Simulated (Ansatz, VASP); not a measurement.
# CuF in two plane-wave programs, part 2 of 2

Wanted: the spread between two codes on one cell, functional and k mesh. The cell is generated by rule, not measured, and may not be a known phase. The cell is taken from a series of runs on this material, whose earlier steps may have relaxed, scaled, displaced or heated it; both programs get it as it stands.

VASP 6.6.1 and Ansatz 0.2.0.

So far: The structure; VASP: zone-centre phonons, PBEsol.

The structure was built from a prototype and need not be the compound's stable phase.

### Step 3. Ansatz: zone-centre phonons, PBEsol

Level of this step: Ansatz beside VASP: Kohn-Sham DFT, plane waves, PBEsol (Ansatz).

Ansatz runs on its default PAW (the set named soft_2) files.

The same cell, functional, mesh and smearing now go to Ansatz, which takes its cutoff from its data sets.

The input, input.yaml:

```yaml
crystal:
  lattice:
    - [2.7224252891, 2.7281e-06, 0.0]
    - [-1.3612150072, 2.3576880962, 0.0]
    - [0.0, 0.0, 6.4699573338]
  atoms:
    - { symbol: Cu, position: [0.0, 0.0, 0.0] }
    - { symbol: Cu, position: [0.0, 0.0, 0.5] }
    - { symbol: F, position: [0.3333333333, 0.6666666667, 0.25] }
    - { symbol: F, position: [0.6666666667, 0.3333333333, 0.75] }
kpoints:
  mp_grid: { grid: [15, 15, 8] }
hamiltonian:
  xc: pbesol
scf:
  occupations: { method: methfessel_paxton, width: 0.2 }
output:
  eigenvalues: true
phonons:
  method: dfpt
```

On the command line:

```bash
ansatz run input.yaml --threads 4 --pin off --max-ram 7168MiB --backend cpu --events-out ev --progress --plain --runs-dir out
```

Numbers of over 12 decimals in the logs are rounded to 6 here.

Output:

```text
Engine: ansatz 0.2.0, aarch64-unknown-linux-gnu
Pseudopotentials: kind: paw
Pseudopotential: Cu, paw, valence charge 19, recommended cutoff 420 eV (normal), Cu.paw.azcp
Pseudopotential: F, paw, valence charge 7, recommended cutoff 420 eV (normal), F.paw.azcp
Functional definition: PBEsol
  exchange = pbesol_x
  correlation = pbesol_c
Crystal: 4 atoms, lattice volume = 41.528 Å³
Basis set: ecut = 420 eV, 843 PW (Γ), exchange–correlation on 40×40×96 points (8 copies of the dense FFT grid, shifted against one another)
Bands: 32, of which v1, the nominal top of the filled ones, is band 26 counted from 1 (25 counted from 0)
Symmetry: 24 space group operations
k-points: 488 of 1800 (irreducible under 2 space group operations, time reversal used)
Non-local potential: Cu, projectors of the file, l = 0: 3, l = 1: 2, l = 2: 3, l = 3: 1
Non-local potential: F, projectors of the file, l = 0: 2, l = 1: 2, l = 2: 1
PAW form: soft (Blöchl's): semilocal exchange-correlation on the pseudo side does not see the compensation charge
PAW frozen core: Cu, regenerated for the run's functional, and the local potential with it (the file was generated under x = pbe(κ = 0.804, μ = 0.219515), c = pbe(β = 0.066725))
PAW frozen core: F, regenerated for the run's functional, and the local potential with it (the file was generated under x = pbe(κ = 0.804, μ = 0.219515), c = pbe(β = 0.066725))
PAW one-centre angular grid: Cu, 590 points (default); XC on 64 Gauss nodes
PAW one-centre angular grid: F, 110 points (default); XC on 64 Gauss nodes
Initial density: superposition of atomic densities (neutral atoms: chi_scale 0, normalization atom), corrected by the library's trained network
Initial wavefunctions: pseudopotential atomic-orbital guess
Functional: x = pbesol(κ = 0.804, μ = 0.123457), c = pbesol(β = 0.046)
SCF iter   1: F=—  HF=-14775.866109 eV  |F-HF|=—  |Δ(HF+E_count)|=         —  Δρ=2.29e-2  dr2=1.38e-1  ethr=1.77e-3  ⟨swp⟩=4.4  Hψ=52921  notcnv=0
preconditioner: auto → LDOS  [metal: Δε(μ)=0.120 eV  Ē_g=13.175 eV  σ=0.200 eV  W_gap=0.43  n_scr=10 (ndim 8)  ℏωp=34.6 eV  f_vac=0.011  D(μ)=2.11/eV (n_scr^D=24)  β→1.0]
SCF iter   2: F=—  HF=-14775.984148 eV  |F-HF|=—  |Δ(HF+E_count)|=   1.18e-1  S|Δr|=    0.00e0  Δρ=4.92e-2  dr2=5.30e-1  ethr=2.66e-4  ⟨swp⟩=2.0  Hψ=34366  notcnv=0  defer=770  recentre
preconditioner: auto → Kerker (q_TF=auto, 2.832 Å⁻¹)  [metal: Δε(μ)=0.047 eV  Ē_g=13.521 eV  σ=0.200 eV  W_gap=0.20  n_scr=10 (ndim 8)  ℏωp=34.6 eV  f_vac=0.006  D(μ)=1.86/eV (n_scr^D=22)  β→0.5]
SCF iter   3: F=—  HF=-14775.828042 eV  |F-HF|=—  |Δ(HF+E_count)|=   1.56e-1  S|Δr|=    0.00e0  Δρ=5.04e-3  dr2=5.71e-3  ethr=2.66e-4  ⟨swp⟩=2.0  Hψ=29692  notcnv=0  defer=770
SCF iter   4: F=—  HF=-14775.826189 eV  |F-HF|=—  |Δ(HF+E_count)|=   1.85e-3  S|Δr|=    0.00e0  Δρ=1.62e-3  dr2=8.91e-4  ethr=1.10e-5  ⟨swp⟩=2.0  Hψ=24912  notcnv=0  defer=214
SCF iter   5: F=—  HF=-14775.825969 eV  |F-HF|=—  |Δ(HF+E_count)|=   2.20e-4  S|Δr|=    0.00e0  Δρ=5.77e-4  dr2=9.57e-5  ethr=1.71e-6  ⟨swp⟩=2.0  Hψ=20861  notcnv=0  defer=214
SCF iter   6: F=—  HF=-14775.825951 eV  |F-HF|=—  |Δ(HF+E_count)|=   1.79e-5  S|Δr|=    0.00e0  Δρ=1.68e-4  dr2=8.19e-6  ethr=1.84e-7  ⟨swp⟩=2.1  Hψ=23598  notcnv=0  defer=214
SCF iter   7: F=—  HF=-14775.825953 eV  |F-HF|=—  |Δ(HF+E_count)|=   2.47e-6  S|Δr|=    0.00e0  Δρ=9.28e-5  dr2=4.06e-6  ethr=1.57e-8  ⟨swp⟩=1.0  Hψ=14846  notcnv=0  defer=214
SCF iter   8: F=—  HF=-14775.825955 eV  |F-HF|=—  |Δ(HF+E_count)|=   1.49e-6  S|Δr|=    0.00e0  Δρ=1.63e-5  dr2=1.22e-7  ethr=7.81e-9  ⟨swp⟩=1.9  Hψ=21245  notcnv=0  defer=214
SCF iter   9: F=—  HF=-14775.825955 eV  |F-HF|=—  |Δ(HF+E_count)|=   2.94e-8  S|Δr|=    0.00e0  Δρ=3.80e-6  dr2=5.08e-9  ethr=2.35e-10  ⟨swp⟩=2.0  Hψ=23657  notcnv=0  defer=214
SCF iter  10: F=—  HF=-14775.825955 eV  |F-HF|=—  |Δ(HF+E_count)|=   2.42e-9  S|Δr|=    0.00e0  Δρ=7.02e-7  dr2=1.27e-10  ethr=9.76e-12  ⟨swp⟩=2.0  Hψ=19123  notcnv=0  defer=214
SCF iter  11: F=-14775.825955 eV  HF=-14775.825955 eV  |F-HF|=7.28e-12  |Δ(HF+E_count)|=  6.55e-11  S|Δr|=    0.00e0  Δρ=1.70e-7  dr2=5.84e-12  ethr=1.00e-12  ⟨swp⟩=8.0  Hψ=79433  notcnv=0
SCF 1 converged in 11 iterations: F = -14775.825955 eV  dr2 = 5.84e-12
  greatest PAW one-centre occupation: 1.000 electrons in one spin orbital (limit 2), on the Cu atom at site 1 (counted from 0), in its partial waves of l = 0
DFPT response loops at Γ: preconditioner auto → Kerker (q_TF=auto, 2.832 Å⁻¹) (partly filled bands, converged f_vac=0.010); β = 1.00, the filter's whole step (`scf.mixing.beta` (0.50) is not read by the response loops under this deck's `scf.mixing.preconditioner`; to damp them name `kerker` or `kerker_dos`, under which they read `scf.mixing.beta`, and type it under 1.00, their step now; both keys bind the ground state too); Broyden in place of MSR1
SCF converged after 11 iterations
Stability not checked: this state was not tested for a lower state beside it, because cold or Methfessel-Paxton smearing, or corrected tetrahedra, fill the levels in a way that the test cannot read (fill_not_monotonic; see scf.lower_state_search)
Free energy (F): -14775.825955 eV
Harris-Foulkes:  -14775.825955 eV  (|F-HF|=7.28e-12)
Internal energy: -14775.838061 eV  (E = F + TS)
E sigma→0 (E₀):  -14775.828981 eV
Entropy (-TS):   0.012106 eV (3.026 meV/atom)
Fermi energy:    11.190947 eV
--- Per-component energies (eV) ---
  E_band       = -862.880740
  E_kinetic    = 1010.958183
  E_local      = -9909.111411  (includes V_loc(G=0)·N_el)
  E_nonlocal   = 968.359616
  E_hartree    = 4289.785227
  E_xc         = -328.955457
  E_vxc        = -425.300996  (∫ρ·V_xc dr)
  E_paw        = -3670.579878  (= ΣΔE_a)
  E_vpaw       = -1087.361314  (= ΣTr[D̂ρ^β])
  E_aug_tail   = 0.004690  (compensation charges beyond the density's cutoff)
  E_ewald      = -7136.796320
  E_core_change = 0.497290  (= ΣΔE_core)
  E_smearing   = 0.012106  (= −TS)
  E_closure    = 0.000000  (closes the sum)
  Σ components = -14775.825955   (vs F -14775.825955, Δ=0.00e0)
--- Band table (eV; the first three rows and the last of 488) ---
  k-point 0: bands = [... 22 lower, 10.4222, 10.5073, 10.5073, 10.7980, 10.7980, 14.3661, 16.6026, 23.7402, ... 2 higher]
  k-point 1: bands = [... 22 lower, 10.4970, 10.5139, 10.5139, 10.7838, 10.7838, 14.0120, 16.9830, 23.0394, ... 2 higher]
  k-point 2: bands = [... 22 lower, 10.5349, 10.5349, 10.7350, 10.7439, 10.7439, 13.2908, 17.7881, 21.9397, ... 2 higher]
  k-point 487: bands = [... 22 lower, 10.6552, 10.7736, 10.8027, 11.0179, 14.4490, 15.4000, 20.6826, 20.7427, ... 2 higher]
--- Phonons (Γ-DFPT): 4 representative perturbations + reference, on 488 of 1800 k-points (Σ response iterations 15) ---
  k mesh reduced under 2 symmetry operations, with k and −k counted as one. Each operation leaves every solved perturbation unchanged. A smaller set is not used because it would not reduce the number of displacements times k-points to solve
  ASR residual: 6.627e-5 → 0.000e0 eV/Å²; symmetrization residual: 1.798e-4 eV/Å²
  ASR residual per site (eV/Å²): 6.63e-5 6.63e-5 3.52e-5 3.52e-5
  Γ frequencies (cm⁻¹): -140.65 -140.65 -77.63 -77.63 -43.44 -43.44 0.00 0.00 0.00 223.15 229.57 234.08
  non-analytic LO–TO correction: not included (Born effective charges unavailable; polar crystals: no LO–TO splitting at Γ)
```

Reading the cycles: dr2 is the Hartree energy of the density residual (eV), the measure of convergence; HF is the Harris–Foulkes estimate of the energy, which meets the free energy F at convergence.

### Step 4. Side by side

Known differences besides the potentials themselves: the data sets hold 52 valence electrons in Ansatz (on its default PAW (the set named soft_2) files) and 36 in VASP; the cutoff is 420 eV in Ansatz and 600 eV in VASP; Ansatz makes its cores anew for this functional, VASP keeps those of its PBE data sets. Total energies have different zeros and are not compared.

Compared:

| quantity | Ansatz | VASP | difference |
| --- | --- | --- | --- |
| optical mode 1 to 2 (imaginary, printed as negative) (cm⁻¹) | -140.7 | -139.1 | -1.6 |
| optical mode 3 to 4 (imaginary, printed as negative) (cm⁻¹) | -77.6 | -70.5 | -7.1 |
| optical mode 5 to 6 (imaginary, printed as negative) (cm⁻¹) | -43.4 | -39.7 | -3.7 |
| optical mode 7 (cm⁻¹) | 223.2 | 230.2 | -3.05 % |
| optical mode 8 (cm⁻¹) | 229.6 | 232.6 | -1.31 % |
| optical mode 9 (cm⁻¹) | 234.1 | 235.2 | -0.46 % |

Modes are paired by rising frequency, not by their patterns, so a pair may set unlike modes beside each other; they are those without the splitting of longitudinal modes.

### Step 5. Outcome

```yaml
r_m_s_difference_of_the_optical_zone_centre_modes_each_program_s_sorted_by_frequency_zone_centre_phonons_pbesol: 4.6 cm⁻¹
difference_in_optical_mode_7_zone_centre_phonons_pbesol: -3.0 %
```

What this shows: The r.m.s. difference of the optical zone-centre modes, each program's sorted by frequency is 4.6 cm⁻¹ (zone-centre phonons, PBEsol). The data sets hold unlike numbers of valence electrons (52 in Ansatz and 36 in VASP), so part of the differences comes from the potentials. Among the rows given in per cent, the largest difference of the zone-centre phonons, PBEsol pair is in optical mode 7, -3.0 %. Such differences can come from data sets, numerical settings and the points named under the comparisons, not from the functional's error against experiment.

[Lines on the potential files, build, host, timing and source positions are cut from VASP's logs without a mark.]

[Logs are printed without paths, hosts, clocks, repeated set-up lines and the standing remarks that a program may print on its own settings, such as how far it seeks lower states.]

[Hosts, paths, dates, database ids (printed as entryN), source tags and the programs' standing remarks are cut or masked in the printed files.]
